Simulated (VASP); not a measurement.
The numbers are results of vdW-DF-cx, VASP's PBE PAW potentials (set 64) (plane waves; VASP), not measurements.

A VASP calculation is set up with these files.

INCAR:
```
AGGAC = 0.0
ALGO = Normal
EDIFF = 1E-7
EDIFFG = -0.01
ENCUT = 520
GGA = CX
IBRION = 2
ISIF = 4
ISMEAR = 1
LASPH = T
LCHARG = F
LREAL = F
LUSE_VDW = T
LWAVE = F
NELM = 100
NSW = 30
PREC = Accurate
SIGMA = 0.1
SYSTEM = P
```

**KPOINTS**
```
kpoints
0
Gamma
 10 10 7
```

### POSCAR
```
P
1
    1.6979824533    -5.2607676017     0.0000000000
    1.6979824533     5.2607676017     0.0000000000
    0.0000000000     0.0000000000     4.3213679085
P
4
Direct
  0.1053079042   0.8946920958   0.9261825243
  0.3946920958   0.6053079042   0.4261825243
  0.6053079042   0.3946920958   0.5738174757
  0.8946920958   0.1053079042   0.0738174757
```

POTCAR, in this order: P (PBE.64 set). Program: vasp_std.

**Question.** What will the output report for the number of irreducible k-points (NKPTS), largest plane-wave count, number of space-group operations, FFT grid (NGX, NGY, NGZ)?

**Answer.** 
- number of irreducible k-points (NKPTS): 124
- largest plane-wave count: 2106
- number of space-group operations: 8
- FFT grid (NGX, NGY, NGZ): 42 × 42 × 32

The compound is P in the black structure. This cell is one point of a volume scan, at 1.06 of the reference volume. Symmetry was kept, so distortions that lower it aren't found.
